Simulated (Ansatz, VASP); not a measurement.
# Cu (Cu(100)): VASP beside Ansatz

One calculation is typed for both programs; each brings its own data sets. How far apart do they land? The cell is taken from a series of runs on this material, whose earlier steps may have relaxed, scaled, displaced or heated it; both programs get it as it stands. Other levels of theory on this material are compared in a session of their own.

Method: plane waves, with VASP 6.6.1 beside it; single point at r2SCAN, in Ansatz 0.2.0.

### 1. The structure

The cell holds 8 atoms: 8 Cu. Cell: a = 2.553 Å, b = 2.553 Å, c = 28.635 Å, α = 90.0°, β = 90.0°, γ = 90.0°. Vacuum lies along c.

As a file:

```xyz
8
Lattice="2.5527 0.0000 0.0000 0.0000 2.5527 0.0000 0.0000 0.0000 28.6350" Properties=species:S:1:pos:R:3
Cu    0.0000    0.0000    7.9995
Cu    1.2763    1.2763    9.7653
Cu    0.0000    0.0000   11.5944
Cu    1.2763    1.2763   13.4150
Cu    0.0000    0.0000   15.2200
Cu    1.2763    1.2763   17.0406
Cu    0.0000    0.0000   18.8697
Cu    1.2763    1.2763   20.6355
```

### 2. VASP: single point, r2SCAN

A single point gives forces, pressure and levels at one fixed geometry, so differences don't come from the geometry; what else differs is listed under the comparison.

Lines of VASP's logs that name or quote its potential files are left out, and so is its time.

INCAR

```
SYSTEM = Cu
PREC = Accurate
ENCUT = 580
EDIFF = 1E-06
NELM = 120
ISMEAR = 1
SIGMA = 0.1
LREAL = .FALSE.
ALGO = Normal
METAGGA = R2SCAN
LASPH = .TRUE.
NBANDS = 54
LORBIT = 11
LWAVE = .FALSE.
LCHARG = .FALSE.
ISIF = 2
LDIPOL = .TRUE.
IDIPOL = 3
DIPOL = 0.5 0.5 0.5
LVHAR = .TRUE.
GGA_COMPAT = .FALSE.
NELMDL = -8
LMIXTAU = .TRUE.
KPAR = 2
```

POSCAR

```
Cu
1.0
    2.5526554801      0.0000000000      0.0000000000
    0.0000000000      2.5526554801      0.0000000000
    0.0000000000      0.0000000000     28.6350000000
Cu
8
Direct
    0.0000000000      0.0000000000      0.2793621324
    0.5000000000      0.5000000000      0.3410282829
    0.0000000000      0.0000000000      0.4049029274
    0.5000000000      0.5000000000      0.4684826262
    0.0000000000      0.0000000000      0.5315173738
    0.5000000000      0.5000000000      0.5950970726
    0.0000000000      0.0000000000      0.6589717172
    0.5000000000      0.5000000000      0.7206378676
```

KPOINTS

```
Automatic mesh
0
Gamma
14 14 1
0 0 0
```

Potentials, in the order of the species: Cu (PBE family, release 64).

Run with:

```bash
> mpirun -np 2 vasp_std
```

Numbers of over 12 decimals in the logs are rounded to 6 here.

The log of the run:

```text
[banner, memory and clock lines left out]
running    2 mpi-ranks, on    1 nodes
 distrk:  each k-point on    1 cores,    2 groups
 distr:  one band on    1 cores,    1 groups

 POSCAR found type information on POSCAR Cu
 POSCAR found :  1 types and       8 ions
|                                                                             |
|               ----> ADVICE to this user running VASP <----                  |
|                                                                             |
|     You enforced a specific xc type in the INCAR file but a different       |
|     [... a line on the potential file left out ...]
|     I HOPE YOU KNOW WHAT YOU ARE DOING!                                     |
|                                                                             |

 LDA part: xc-table for (None), standard interpolation
 POSCAR, INCAR and KPOINTS ok, starting setup
 FFT: planning ... GRIDC
 FFT: planning ... GRID_SOFT
 FFT: planning ... GRID
 WAVECAR not read
 entering main loop
       N       E                     dE             d eps       ncg     rms          rms(c)
DAV:   1     0.798139172903E+03    0.79814E+03   -0.42295E+04  3888   0.260E+03
DAV:   2     0.141168347010E+02   -0.78402E+03   -0.76228E+03  3888   0.493E+02
DAV:   3    -0.100537008267E+03   -0.11465E+03   -0.10750E+03  4044   0.237E+02
DAV:   4    -0.105447286174E+03   -0.49103E+01   -0.48629E+01  4326   0.677E+01
DAV:   5    -0.105554608292E+03   -0.10732E+00   -0.10727E+00  4338   0.861E+00
DAV:   6    -0.105559367470E+03   -0.47592E-02   -0.47588E-02  4862   0.146E+00
DAV:   7    -0.105559644638E+03   -0.27717E-03   -0.27717E-03  5276   0.309E-01
DAV:   8    -0.105559653738E+03   -0.90998E-05   -0.90998E-05  4878   0.456E-02    0.215E+01
DAV:   9    -0.971013569678E+02    0.84583E+01   -0.90309E+01  4194   0.146E+02    0.118E+01
DAV:  10    -0.934896438118E+02    0.36117E+01   -0.18080E+01  4546   0.902E+01    0.380E+00
DAV:  11    -0.930169376069E+02    0.47271E+00   -0.49411E+00  5068   0.539E+01    0.116E+00
DAV:  12    -0.912684007894E+02    0.17485E+01   -0.95782E-01  5696   0.215E+01    0.178E+00
DAV:  13    -0.905892214353E+02    0.67918E+00   -0.34215E-01  4484   0.160E+01    0.119E+00
DAV:  14    -0.896018602367E+02    0.98736E+00   -0.20724E-01  4412   0.603E+00    0.231E-01
[...]
DAV:  88    -0.851753359588E+02   -0.92732E-03   -0.17599E-05  4320   0.312E-02    0.119E-02
DAV:  89    -0.851771383117E+02   -0.18024E-02   -0.71140E-05  4580   0.695E-02    0.130E-02
DAV:  90    -0.851772258538E+02   -0.87542E-04   -0.81809E-06  4272   0.332E-02    0.111E-02
DAV:  91    -0.851787311313E+02   -0.15053E-02   -0.73078E-05  4602   0.704E-02    0.135E-02
DAV:  92    -0.851793786152E+02   -0.64748E-03   -0.31251E-05  4418   0.419E-02    0.122E-02
DAV:  93    -0.851808600934E+02   -0.14815E-02   -0.13828E-04  4254   0.845E-02    0.146E-02
DAV:  94    -0.851810673957E+02   -0.20730E-03   -0.32026E-05  3912   0.453E-02    0.121E-02
DAV:  95    -0.851810671039E+02    0.29185E-06   -0.64434E-07  2890   0.772E-03
   1 F= -.85181067E+02 E0= -.85180847E+02  d E =-.658993E-03
```

From OUTCAR (step 2):

```text
ion  position               nearest neighbor table
   1  0.000  0.000  0.279-   2 2.53   2 2.53   2 2.53   2 2.53
   2  0.500  0.500  0.341-   1 2.53   1 2.53   1 2.53   1 2.53   3 2.57   3 2.57   3 2.57   3 2.57

  LATTYP: Found a simple tetragonal cell.
 ALAT       =     2.5526554801
 C/A-ratio  =    11.2177300161

 Subroutine GETGRP returns: Found 16 space group operations
 (whereof  8 operations were pure point group operations)

The static configuration has the point symmetry C_4v.
 The point group associated with its full space group is D_4h.

 Found     36 irreducible k-points:

   k-points           NKPTS =     36   k-points in BZ     NKDIM =     36   number of bands    NBANDS=     54

   dimension x,y,z NGX =    20 NGY =   20 NGZ =  240
   dimension x,y,z NGXF=    40 NGYF=   40 NGZF=  480

   ENCUT  =  580.0 eV  42.63 Ry    6.53 a.u.   5.01  5.01 56.23*2*pi/ulx,y,z

   NELECT =      88.0000    total number of electrons

 k-points in reciprocal lattice and weights: Automatic mesh
   0.00000000  0.00000000  0.00000000       0.005
   0.07142857  0.00000000  0.00000000       0.020
   0.14285714  0.00000000  0.00000000       0.020
   0.21428571  0.00000000  0.00000000       0.020
   0.28571429  0.00000000  0.00000000       0.020
   0.35714286  0.00000000  0.00000000       0.020
   0.42857143  0.00000000  0.00000000       0.020
   0.50000000  0.00000000  0.00000000       0.010
   0.07142857  0.07142857  0.00000000       0.020
[...]
0.50000000  0.42857143  0.00000000       0.020
   0.50000000  0.50000000  0.00000000       0.005

 dipolmoment           0.000000      0.000000     -0.000000 electrons x Angstroem

 average (electrostatic) potential at core
       1 -74.7493       2 -75.1494       3 -75.0994       4 -75.1093       5 -75.1093
       6 -75.0994       7 -75.1494       8 -74.7493

 E-fermi :   1.5540

 k-point     1 :       0.0000    0.0000    0.0000
  band No.  band energies     occupation
    ...
     43      -0.0087      2.00000
     44      -0.0083      2.00000
     45       0.0111      2.00000
     46       0.0111      2.00000
     47       0.7933      2.00000
     48       2.1564     -0.00000
     49       2.9236     -0.00000
     50       6.0215      0.00000
     51       6.2650      0.00000
     52       7.1734      0.00000
    ...

 k-point     2 :       0.0714    0.0000    0.0000
  band No.  band energies     occupation
    ...
     43      -0.0582      2.00000
     44      -0.0093      2.00000
     45      -0.0015      2.00000
     46       0.0238      2.00000
     47       1.0876      2.00000
     48       2.4047     -0.00000
     49       3.2112     -0.00000
     50       6.1426      0.00000
     51       6.3822      0.00000
     52       7.2941      0.00000
    ...

 k-point     3 :       0.1429    0.0000    0.0000
  band No.  band energies     occupation
    ...
     42      -0.1201      2.00000
     43      -0.0987      2.00000
     44       0.0023      2.00000
     45       0.0092      2.00000
     46       0.4613      2.00000
     47       1.6785     -0.07079
     48       3.0193     -0.00000
     49       3.9362      0.00000
     50       6.5062      0.00000
     51       6.7317      0.00000
    ...

  Total       -3.9902755     -3.9902755     -3.4300689      0.0000000      0.0000000     -0.0000000
  in kB      -34.2635110    -34.2635110    -29.4531552      0.0000000      0.0000000     -0.0000000
  external PRESSURE =     -32.6600591 kB  Pullay stress =       0.0000000 kB

  energy-cutoff  :      580.00
  volume of cell :      186.59
      direct lattice vectors                 reciprocal lattice vectors
     2.552655480  0.000000000  0.000000000     0.391748909  0.000000000  0.000000000
     0.000000000  2.552655480  0.000000000     0.000000000  0.391748909  0.000000000
     0.000000000  0.000000000 28.635000000     0.000000000  0.000000000  0.034922298

 POSITION                                       TOTAL-FORCE (eV/Angst)
 -----------------------------------------------------------------------------------
      0.00000      0.00000      7.99953         0.000000      0.000000      0.254823
      1.27633      1.27633      9.76534         0.000000      0.000000     -0.034311
      0.00000      0.00000     11.59440         0.000000      0.000000      0.016164
      1.27633      1.27633     13.41500         0.000000      0.000000     -0.060706
      0.00000      0.00000     15.22000        -0.000000     -0.000000      0.060706
      1.27633      1.27633     17.04060        -0.000000      0.000000     -0.016164
      0.00000      0.00000     18.86966        -0.000000      0.000000      0.034311
      1.27633      1.27633     20.63547        -0.000000      0.000000     -0.254823
 -----------------------------------------------------------------------------------
    total drift:                               -0.000000      0.000000     -0.000002

  FREE ENERGIE OF THE ION-ELECTRON SYSTEM (eV)
  ---------------------------------------------------
  free  energy   TOTEN  =       -85.1810671039 eV

  energy  without entropy=      -85.1804081110  energy(sigma->0) =      -85.18084744

 vacuum level on the upper side and lower side of the slab         6.034         6.034

 total charge
# of ion       s       p       d       tot
------------------------------------------
    1        0.452   0.280   9.231   9.963
    2        0.455   0.401   9.195  10.050
    3        0.453   0.397   9.191  10.041
    4        0.457   0.399   9.192  10.049
    5        0.457   0.399   9.192  10.049
    6        0.453   0.397   9.191  10.041
    7        0.455   0.401   9.195  10.050
    8        0.452   0.280   9.231   9.963
--------------------------------------------------
tot          3.635   2.954  73.618  80.207

[... 3 further parts left out ...]
```

(Part 1 of 2 ends here.)

[Lines on the potential files, build, host, timing and source positions are cut from VASP's logs without a mark.]

[Logs are printed without paths, hosts, clocks, repeated set-up lines and the standing remarks that a program may print on its own settings, such as how far it seeks lower states.]

[Hosts, paths, dates, database ids (printed as entryN), source tags and the programs' standing remarks are cut or masked in the printed files.]
